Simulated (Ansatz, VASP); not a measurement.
## Al3InAs4 in two plane-wave programs

One calculation is typed for both programs; each brings its own data sets. How far apart do they land? The cell is invented: As first built, before any earlier steps moved the atoms (in the runner's words): In for Ga, As for N in the Al3GaN4 structure of space group Pm. It may not be a known or stable phase. The cell is taken from a series of runs on this material, whose earlier steps may have relaxed, scaled, displaced or heated it; both programs get it as it stands.

Program: Ansatz 0.2.0. Level of theory: plane waves, with VASP 6.6.1 beside it; single point at PBE and single point at r2SCAN. Results are calculated unless marked as measured.

### Step 1. Set-up

The structure is monoclinic, space group Pm (No. 6). The conventional cell has a = 6.770 Å, b = 4.118 Å, c = 7.132 Å, α = 90.00°, β = 90.05°, γ = 90.00°. Al has 4 As at 2.45 to 2.51 Å nearest. Nearest to Al lie 4 As at 2.47 to 2.51 Å. Nearest to Al lie 4 As at 2.50 to 2.51 Å. In has 4 As at 2.62 to 2.66 Å nearest. As has 3 Al at 2.50 Å and 1 In at 2.66 Å nearest. Nearest to As lie 4 Al at 2.51 Å. It derives from Al3GaN4. As first built, before any earlier steps moved the atoms (in the runner's words): In for Ga, As for N in the Al3GaN4 structure of space group Pm. Farther neighbours are not listed.

Coordinates:

```xyz
8
Lattice="6.7702 0.0000 0.0000 0.0000 4.1183 0.0000 -0.0058 0.0000 7.1318" Properties=species:S:1:pos:R:3 pbc="T T T"
Al    3.3691    2.0592    1.1947
Al    6.7558    2.0592    5.9762
Al    6.7562    0.0000    2.3470
In    3.3509    0.0000    4.7413
As    0.6915    0.0000    4.7471
As    0.8638    2.0592    1.2010
As    4.2850    2.0592    6.0607
As    4.2592    0.0000    2.2590
```

### Step 2. VASP: single point, PBE, pair 1

A single point gives forces, pressure and levels at one fixed geometry, so differences don't come from the geometry; what else differs is listed under the comparison.

Lines of VASP's logs that name or quote its potential files are left out, and so is its time.

INCAR

```
SYSTEM = Al3InAs4
PREC = Accurate
ENCUT = 400
EDIFF = 1E-06
NELM = 120
ISMEAR = 0
SIGMA = 0.01
LREAL = .FALSE.
ALGO = Normal
GGA = PE
NBANDS = 29
LORBIT = 11
LWAVE = .FALSE.
LCHARG = .FALSE.
ISIF = 2
LASPH = .TRUE.
GGA_COMPAT = .FALSE.
EFERMI = MIDGAP
KPAR = 2
```

POSCAR

```
Al3InAs4
1.0
    6.7701651310      0.0000000000      0.0000000000
    0.0000000000      4.1183439940      0.0000000000
   -0.0057828850      0.0000000000      7.1317636740
Al In As
3 1 4
Direct
    0.4977840081      0.5000000000      0.1675247044
    0.9985977935      0.5000000000      0.8379708255
    0.9982247364      0.0000000000      0.3290934970
    0.4955200033      0.0000000000      0.6648079057
    0.1027039228      0.0000000000      0.6656288565
    0.1277402494      0.5000000000      0.1683997826
    0.6336467161      0.5000000000      0.8498220559
    0.6293815704      0.0000000000      0.3167533724
```

KPOINTS

```
Automatic mesh
0
Gamma
4 6 4
0 0 0
```

PAW data sets: Al, In_d and As (PBE family, release 64).

On the command line:

```console
> mpirun -np 2 vasp_std
```

Numbers of over 12 decimals in the logs are rounded to 6 here.

What it wrote:

```text
[banner, memory and clock lines left out]
running    2 mpi-ranks, on    1 nodes
 distrk:  each k-point on    1 cores,    2 groups
 distr:  one band on    1 cores,    1 groups

 POSCAR found type information on POSCAR AlInAs
 POSCAR found :  3 types and       8 ions
 LDA part: xc-table for (Slater+PW92), standard interpolation
 POSCAR, INCAR and KPOINTS ok, starting setup
 FFT: planning ... GRIDC
 FFT: planning ... GRID_SOFT
 FFT: planning ... GRID
 WAVECAR not read
 entering main loop
       N       E                     dE             d eps       ncg     rms          rms(c)
DAV:   1     0.218336608013E+03    0.21834E+03   -0.14479E+04  2320   0.106E+03
DAV:   2    -0.132345069498E+02   -0.23157E+03   -0.22198E+03  2589   0.246E+02
DAV:   3    -0.359248203573E+02   -0.22690E+02   -0.22409E+02  2942   0.839E+01
DAV:   4    -0.366555201775E+02   -0.73070E+00   -0.72898E+00  2962   0.172E+01
DAV:   5    -0.366822249010E+02   -0.26705E-01   -0.26701E-01  3491   0.311E+00    0.707E+00
DAV:   6    -0.358234397698E+02    0.85879E+00   -0.15294E+00  3520   0.116E+01    0.427E+00
DAV:   7    -0.357161520529E+02    0.10729E+00   -0.80698E-01  3374   0.425E+00    0.122E+00
DAV:   8    -0.357138719766E+02    0.22801E-02   -0.55469E-02  3178   0.194E+00    0.774E-01
DAV:   9    -0.357172507155E+02   -0.33787E-02   -0.79451E-03  2764   0.634E-01    0.159E-01
DAV:  10    -0.357174408656E+02   -0.19015E-03   -0.66051E-04  3442   0.191E-01    0.123E-01
DAV:  11    -0.357177283266E+02   -0.28746E-03   -0.44461E-04  2610   0.117E-01    0.666E-02
DAV:  12    -0.357177355855E+02   -0.72589E-05   -0.28468E-05  3316   0.400E-02    0.430E-02
DAV:  13    -0.357177385582E+02   -0.29728E-05   -0.36812E-06  2438   0.118E-02    0.241E-02
DAV:  14    -0.357177409476E+02   -0.23894E-05   -0.58446E-06  2519   0.131E-02    0.483E-03
DAV:  15    -0.357177412567E+02   -0.30914E-06   -0.21635E-07  1743   0.323E-03
   1 F= -.35717741E+02 E0= -.35717741E+02  d E =0.000000E+00
```

From OUTCAR (step 2):

```text
ion  position               nearest neighbor table
   1  0.498  0.500  0.168-   7 2.45   8 2.48   8 2.48   6 2.51
   2  0.999  0.500  0.838-   7 2.47   5 2.50   5 2.50   6 2.51
   3  0.998  0.000  0.329-   8 2.50   5 2.50   6 2.51   6 2.51
   4  0.496  0.000  0.665-   7 2.62   7 2.62   8 2.64   5 2.66
   5  0.103  0.000  0.666-   2 2.50   2 2.50   3 2.50   4 2.66
   6  0.128  0.500  0.168-   1 2.51   2 2.51   3 2.51   3 2.51
   7  0.634  0.500  0.850-   1 2.45   2 2.47   4 2.62   4 2.62
   8  0.629  0.000  0.317-   1 2.48   1 2.48   3 2.50   4 2.64

  LATTYP: Found a simple monoclinic cell.
 ALAT       =     6.7701651310
 B/A-ratio  =     0.6083077612
 C/A-ratio  =     1.0534109406
 COS(beta)  =    -0.0008108630

 Subroutine GETGRP returns: Found  2 space group operations
 (whereof  2 operations were pure point group operations)

The static configuration has the point symmetry C_1h.

 Found     40 irreducible k-points:

   k-points           NKPTS =     40   k-points in BZ     NKDIM =     40   number of bands    NBANDS=     29

   dimension x,y,z NGX =    48 NGY =   28 NGZ =   48
   dimension x,y,z NGXF=    96 NGYF=   56 NGZF=   96

   ENCUT  =  400.0 eV  29.40 Ry    5.42 a.u.  11.04  6.72 11.63*2*pi/ulx,y,z

   NELECT =      42.0000    total number of electrons

 k-points in reciprocal lattice and weights: Automatic mesh
   0.00000000  0.00000000  0.00000000       0.010
   0.25000000  0.00000000  0.00000000       0.021
   0.50000000  0.00000000  0.00000000       0.010
   0.00000000  0.16666667  0.00000000       0.021
   0.25000000  0.16666667  0.00000000       0.042
   0.50000000  0.16666667  0.00000000       0.021
   0.00000000  0.33333333  0.00000000       0.021
   0.25000000  0.33333333  0.00000000       0.042
   0.50000000  0.33333333  0.00000000       0.021
[...]
0.25000000  0.50000000  0.50000000       0.021
   0.50000000  0.50000000  0.50000000       0.010

 average (electrostatic) potential at core
       1 -76.4899       2 -76.5865       3 -76.6531       4 -96.9819       5 -49.9591
       6 -49.9508       7 -49.8134       8 -49.9010

 E-fermi :   4.4452

 k-point     1 :       0.0000    0.0000    0.0000
  band No.  band energies     occupation
    ...
     17       2.8177      2.00000
     18       2.9935      2.00000
     19       3.6208      2.00000
     20       3.8198      2.00000
     21       3.9403      2.00000
     22       4.9501      0.00000
     23       5.1903      0.00000
     24       5.5369      0.00000
     25       6.5477      0.00000
     26       7.5445      0.00000
    ...

 k-point     2 :       0.2500    0.0000    0.0000
  band No.  band energies     occupation
    ...
     17       2.5441      2.00000
     18       2.9172      2.00000
     19       2.9711      2.00000
     20       3.6620      2.00000
     21       3.7897      2.00000
     22       5.3002      0.00000
     23       5.5512      0.00000
     24       5.7510      0.00000
     25       6.0938      0.00000
     26       7.5574      0.00000
    ...

 k-point     3 :       0.5000    0.0000    0.0000
  band No.  band energies     occupation
    ...
     17       2.2194      2.00000
     18       3.0577      2.00000
     19       3.0741      2.00000
     20       3.4646      2.00000
     21       3.5969      2.00000
     22       5.4054      0.00000
     23       5.6969      0.00000
     24       5.7805      0.00000
     25       6.0341      0.00000
     26       6.7660      0.00000
    ...

  Total        0.1068051      0.1041622      0.1323007      0.0000000      0.0000000      0.0012856
  in kB        0.8605652      0.8392704      1.0659920      0.0000000      0.0000000      0.0103589
  external PRESSURE =       0.9219425 kB  Pullay stress =       0.0000000 kB

  energy-cutoff  :      400.00
  volume of cell :      198.85
      direct lattice vectors                 reciprocal lattice vectors
     6.770165131  0.000000000  0.000000000     0.147706885  0.000000000  0.000119770
     0.000000000  4.118343994  0.000000000     0.000000000  0.242816045  0.000000000
    -0.005782885  0.000000000  7.131763674     0.000000000  0.000000000  0.140217770

 POSITION                                       TOTAL-FORCE (eV/Angst)
 -----------------------------------------------------------------------------------
      3.36911      2.05917      1.19475         0.000519      0.000000      0.001076
      6.75583      2.05917      5.97621         0.001827      0.000000      0.000709
      6.75624      0.00000      2.34702         0.001642      0.000000     -0.001222
      3.35091      0.00000      4.74125         0.001228      0.000000      0.000414
      0.69147      0.00000      4.74711         0.001480      0.000000     -0.000630
      0.86385      2.05917      1.20099        -0.001683      0.000000      0.000479
      4.28498      2.05917      6.06073        -0.002629      0.000000     -0.000534
      4.25919      0.00000      2.25901        -0.002384      0.000000     -0.000292
 -----------------------------------------------------------------------------------
    total drift:                               -0.000013     -0.000000      0.000237

  FREE ENERGIE OF THE ION-ELECTRON SYSTEM (eV)
  ---------------------------------------------------
  free  energy   TOTEN  =       -35.7177412567 eV

  energy  without entropy=      -35.7177412567  energy(sigma->0) =      -35.71774126

 total charge
# of ion       s       p       d       tot
------------------------------------------
    1        0.404   0.355   0.000   0.758
    2        0.403   0.347   0.000   0.750
    3        0.403   0.342   0.000   0.745
    4        0.843   0.723   9.886  11.453
    5        1.200   1.617   0.022   2.839
    6        1.196   1.631   0.021   2.847
    7        1.205   1.630   0.023   2.859
    8        1.201   1.628   0.022   2.851
--------------------------------------------------
tot          6.854   8.274   9.975  25.102

[... 3 further parts left out ...]
```

The run ends at a pressure of 0.09 GPa, with forces up to 0.0027 eV/Å.

### Step 3. Ansatz: single point, PBE, pair 1

Ansatz runs on its default PAW (the set named soft_2) files.

The same cell, functional and mesh now go to Ansatz, which takes its cutoff from its data sets.

input.yaml

```yaml
crystal:
  lattice:
    - [6.770165131, 0.0, 0.0]
    - [0.0, 4.118343994, 0.0]
    - [-0.005782885, 0.0, 7.131763674]
  atoms:
    - { symbol: Al, position: [0.4977840081, 0.5, 0.1675247044] }
    - { symbol: Al, position: [0.9985977935, 0.5, 0.8379708255] }
    - { symbol: Al, position: [0.9982247364, 0.0, 0.329093497] }
    - { symbol: In, position: [0.4955200033, 0.0, 0.6648079057] }
    - { symbol: As, position: [0.1027039228, 0.0, 0.6656288565] }
    - { symbol: As, position: [0.1277402494, 0.5, 0.1683997826] }
    - { symbol: As, position: [0.6336467161, 0.5, 0.8498220559] }
    - { symbol: As, position: [0.6293815704, 0.0, 0.3167533724] }
kpoints:
  mp_grid: { grid: [4, 6, 4] }
scf:
  occupations: { method: fixed }
hamiltonian:
  xc: pbe
output:
  eigenvalues: true
  transmission:
    leads: [[0, 0]]
    kpoints: [[0.0, 0.0], [0.5, 0.0]]
    e_range: [-1.0, 2.01]
    de: 0.05
```

On the command line:

```console
> ansatz run input.yaml --threads 2 --pin off --max-ram 4096MiB --backend cpu --events-out ev --progress --plain --runs-dir out
```

What it wrote:

```text
Engine: ansatz 0.2.0, aarch64-unknown-linux-gnu
Pseudopotentials: kind: paw
Pseudopotential: Al, paw, valence charge 3, recommended cutoff 420 eV (normal), Al.paw.azcp
Pseudopotential: In, paw, valence charge 13, recommended cutoff 420 eV (normal), In.paw.azcp
Pseudopotential: As, paw, valence charge 15, recommended cutoff 420 eV (normal), As.paw.azcp
Functional definition: PBE
  parameter kappa = 0.804
  parameter beta = 0.066725
  exchange = pbe_x(kappa = kappa, mu = beta*pi^2/3)
  correlation = pbe_c(beta = beta)
Crystal: 8 atoms, lattice volume = 198.847 Å³
Basis set: ecut = 420 eV, 3909 PW (Γ)
Bands: 50, of which v1, the nominal top of the filled ones, is band 41 counted from 1 (40 counted from 0)
Symmetry: 2 space group operations
Space group: Pm (ITA 6), of the structure as read, at distance tolerance 5.8e-5 Å
k-points: 40 of 96 (time reversal used)
Non-local potential: Al, projectors of the file, l = 0: 2, l = 1: 2, l = 2: 1
Non-local potential: In, projectors of the file, l = 0: 2, l = 1: 2, l = 2: 2, l = 3: 2
Non-local potential: As, projectors of the file, l = 0: 2, l = 1: 2, l = 2: 3, l = 3: 1
PAW form: soft (Blöchl's): semilocal exchange-correlation on the pseudo side does not see the compensation charge
PAW one-centre angular grid: Al, 110 points (default); XC on 64 Gauss nodes
PAW one-centre angular grid: In, 590 points (default); XC on 64 Gauss nodes
PAW one-centre angular grid: As, 590 points (default); XC on 64 Gauss nodes
Initial density: superposition of atomic densities (neutral atoms: chi_scale 0, normalization atom), corrected by the library's trained network
Initial wavefunctions: pseudopotential atomic-orbital guess
Functional: x = pbe(κ = 0.804, μ = 0.219515), c = pbe(β = 0.066725)
SCF iter   1: F=—  HF=-26638.153111 eV  |F-HF|=—  |Δ(HF+E_count)|=         —  Δρ=1.65e-3  dr2=1.49e-2  ethr=1.77e-3  ⟨swp⟩=4.9  Hψ=6613  notcnv=0  defer=259
preconditioner: auto → Resta (q_TF=auto, 2.354 Å⁻¹)  ε∞=3.6  [insulator: Δε(μ)=1.021 eV  Ē_g=10.514 eV  n_scr=42 (ndim 8)  ℏωp=17.1 eV  f_vac=0.037  ε∞_Penn≈3.6]
SCF iter   2: F=—  HF=-26638.148256 eV  |F-HF|=—  |Δ(HF+E_count)|=   4.86e-3  Δρ=8.39e-4  dr2=3.19e-3  ethr=1.81e-5  ⟨swp⟩=2.4  Hψ=3133  notcnv=0  defer=280
SCF iter   3: F=—  HF=-26638.147682 eV  |F-HF|=—  |Δ(HF+E_count)|=   5.74e-4  Δρ=2.86e-4  dr2=2.37e-4  ethr=3.89e-6  ⟨swp⟩=2.2  Hψ=2989  notcnv=0  defer=280
SCF iter   4: F=—  HF=-26638.147648 eV  |F-HF|=—  |Δ(HF+E_count)|=   3.35e-5  Δρ=1.13e-4  dr2=3.94e-5  ethr=2.89e-7  ⟨swp⟩=2.0  Hψ=3498  notcnv=0  defer=267
SCF iter   5: F=—  HF=-26638.147663 eV  |F-HF|=—  |Δ(HF+E_count)|=   1.46e-5  Δρ=4.09e-5  dr2=5.42e-6  ethr=4.80e-8  ⟨swp⟩=2.0  Hψ=2898  notcnv=0  defer=173
SCF iter   6: F=—  HF=-26638.147667 eV  |F-HF|=—  |Δ(HF+E_count)|=   4.17e-6  Δρ=1.43e-5  dr2=5.59e-7  ethr=6.61e-9  ⟨swp⟩=2.0  Hψ=3498  notcnv=0  defer=175
SCF iter   7: F=-26638.147668 eV  HF=-26638.147668 eV  |F-HF|=6.36e-8  |Δ(HF+E_count)|=   7.37e-7  Δρ=3.79e-6  dr2=3.83e-8  ethr=1.22e-10  ⟨swp⟩=11.3  Hψ=9402  notcnv=0
SCF 1 converged in 7 iterations: F = -26638.147668 eV  dr2 = 3.83e-8
  greatest PAW one-centre occupation: 0.999 electrons in one spin orbital (limit 2), on the As atom at site 6 (counted from 0), in its partial waves of l = 2
transmission: 9 of 18 steps passed
transmission: 18 of 18 steps passed
SCF converged after 7 iterations
Free energy (F): -26638.147668 eV
Harris-Foulkes:  -26638.147668 eV  (|F-HF|=6.36e-8)
Internal energy: -26638.147668 eV  (E = F + TS)
E sigma→0 (E₀):  -26638.147668 eV
Fermi energy:    6.563801 eV
--- Per-component energies (eV) ---
  E_band       = -1146.312454
  E_kinetic    = 722.866542
  E_local      = -9976.124649  (includes V_loc(G=0)·N_el)
  E_nonlocal   = -2283.600522
  E_hartree    = 5140.866214
  E_xc         = -649.770380
  E_vxc        = -501.258347  (∫ρ·V_xc dr)
  E_paw        = -12899.941901  (= ΣΔE_a)
  E_vpaw       = 610.069737  (= ΣTr[D̂ρ^β])
  E_aug_tail   = 0.000054  (compensation charges beyond the density's cutoff)
  E_ewald      = -6692.443024
  E_smearing   = -0.000000  (= −TS)
  E_closure    = 0.000000  (closes the sum)
  Σ components = -26638.147668   (vs F -26638.147668, Δ=0.00e0)
--- Band table (eV; the first three rows and the last of 40) ---
  k-point 0: bands = [... 37 lower, 5.6206, 6.2456, 6.4438, 6.5638, 7.5710, 7.8204, 8.1708, 9.1774, ... 5 higher]
  k-point 1: bands = [... 37 lower, 5.2196, 5.6267, 6.1312, 6.4308, 8.2342, 8.5565, 8.6941, 9.2492, ... 5 higher]
  k-point 2: bands = [... 37 lower, 5.5879, 5.7155, 5.7377, 6.2465, 8.5124, 8.7603, 9.1297, 9.3268, ... 5 higher]
  k-point 39: bands = [... 37 lower, 4.6904, 4.8651, 5.0486, 5.1128, 7.8730, 8.2333, 8.2693, 8.3955, ... 5 higher]
--- Transmission ---
  basis      : 243 plane waves across, 9 finite elements along
  points     : 2, as listed
  energies   : 61 from -1.000000 to 2.000000 eV about the Fermi level, 0.050000 eV apart; the leads are filled to 0.503596 eV, and channels, transmission and decay are at 0.500000 eV
  crystal 0  : Al3As4In1, at the sites [0, 0], period 7.1318 Å: whole cells are its period
    offset         : up to 0.0000 Å between an atom of the period and one for which it stands
    channels       : 0.000000e0 a spin
    conductance    : none, the energies end too early or step too widely for 300 K: set another output.transmission.e_range or a lower de, or, where they end at an eighth of basis.ecutwfc, a higher one
    slowest decay  : 0.0757 /Å at (0.0000, 0.0000)
```

### Step 4. Comparison

Known differences besides the potentials themselves: fixed occupations in Ansatz, narrow Gaussian smearing in VASP; the data sets hold 82 valence electrons in Ansatz (on its default PAW (the set named soft_2) files) and 42 in VASP; the cutoff is 420 eV in Ansatz and 400 eV in VASP. Total energies have different zeros and are not compared.

Both answers:

```tsv
quantity	Ansatz	VASP	difference
gap on the k mesh (eV)	1.007	1.010	-0.003
```

A gap on the mesh is an upper bound, since the band edges may lie between its points.

### Step 5. Ansatz: single point, PBE, pair 2

With cell and atoms fixed, the geometry can't cause a difference; cores, projectors, grids and the points listed under the comparison can.

The cell is taken from a series of runs on this material, whose earlier steps may have relaxed, scaled, displaced or heated it; both programs get it as it stands.

input.yaml

```yaml
crystal:
  lattice:
    - [6.7701651042, 0.0, -0.0005982461]
    - [0.0, 4.1183439943, 0.0]
    - [-0.0051526866, 0.0, 7.1317641573]
  atoms:
    - { symbol: Al, position: [0.4977840081, 0.5, 0.1675247044] }
    - { symbol: Al, position: [-0.0014022065, 0.5, 0.8379708255] }
    - { symbol: Al, position: [-0.0017752636, 0.0, 0.329093497] }
    - { symbol: In, position: [0.4955200033, 0.0, 0.6648079057] }
    - { symbol: As, position: [0.1027039228, 0.0, 0.6656288565] }
    - { symbol: As, position: [0.1277402494, 0.5, 0.1683997826] }
    - { symbol: As, position: [0.6336467161, 0.5, 0.8498220559] }
    - { symbol: As, position: [0.6293815704, 0.0, 0.3167533724] }
kpoints:
  mp_grid: { grid: [4, 6, 4] }
  band_path: { path: [VBM, CBM], npoints: 30 }
scf:
  occupations: { method: fixed }
hamiltonian:
  xc: pbe
output:
  eigenvalues: true
  write_potential: true
  write_density: true
  volumetric_format: npy
```

What it wrote:

```text
[...]
Crystal: 8 atoms, lattice volume = 198.847 Å³
Basis set: ecut = 420 eV, 3909 PW (Γ)
Bands: 50, of which v1, the nominal top of the filled ones, is band 41 counted from 1 (40 counted from 0)
Symmetry: 2 space group operations
[...]
k-points: 40 of 96 (time reversal used)
[...]
--- Band table (eV; the first three rows and the last of 40) ---
  k-point 0: bands = [... 37 lower, 5.6206, 6.2456, 6.4438, 6.5638, 7.5710, 7.8204, 8.1708, 9.1774, ... 5 higher]
  k-point 1: bands = [... 37 lower, 5.2196, 5.6267, 6.1312, 6.4308, 8.2342, 8.5565, 8.6941, 9.2492, ... 5 higher]
  k-point 2: bands = [... 37 lower, 5.5879, 5.7155, 5.7377, 6.2465, 8.5124, 8.7603, 9.1297, 9.3268, ... 5 higher]
  k-point 39: bands = [... 37 lower, 4.6904, 4.8651, 5.0486, 5.1128, 7.8730, 8.2333, 8.2693, 8.3955, ... 5 higher]
[key lines of the parts left out:]
SCF converged after 7 iterations
Free energy (F): -26638.147668 eV
Fermi energy:    6.563801 eV
```

(Part 1 of 2 ends here.)

[Lines on the potential files, build, host, timing and source positions are cut from VASP's logs without a mark.]

[Logs are printed without paths, hosts, clocks, repeated set-up lines and the standing remarks that a program may print on its own settings, such as how far it seeks lower states.]

[Hosts, paths, dates, database ids (printed as entryN), source tags and the programs' standing remarks are cut or masked in the printed files.]
